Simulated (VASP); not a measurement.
Here is the system:

```yaml
crystal:
  lattice:
    - [3.89837, -2.13373, 0.00000]
    - [3.89837, 2.13373, 0.00000]
    - [2.74233, 0.00000, 3.58545]
  atoms:
    - { symbol: Sb, position: [0.23350, 0.23350, 0.23350] }
    - { symbol: Sb, position: [0.77602, 0.77602, 0.76650] }
```

All values below come from PBE GGA, VASP's PBE PAW potentials (set 64) (plane waves; VASP). Run with 400 eV cut-off, 6×6×6 Monkhorst-Pack mesh, first-order Methfessel-Paxton smearing of 0.10 eV, potentials Sb.

Which forces act on the atoms, in eV/Å?

```json
[
 {"atom": "Sb1", "Fx": "0.669", "Fy": "0.000", "Fz": "0.087"},
 {"atom": "Sb2", "Fx": "-0.669", "Fy": "0.000", "Fz": "-0.087"}
]
```

Give the stress tensor in GPa (positive for a compressed cell).

```
 4.57   0.00  -0.74
 0.00   4.63   0.00
-0.74   0.00   4.26
```
The pressure is its mean diagonal, 4.49 GPa.

The compound is Sb in the a7 structure. The cell was not relaxed at this level. The run is one of a series of settings (KPOINTS 6×6×6 Monkhorst-Pack mesh against the base run), some of them coarse on purpose.
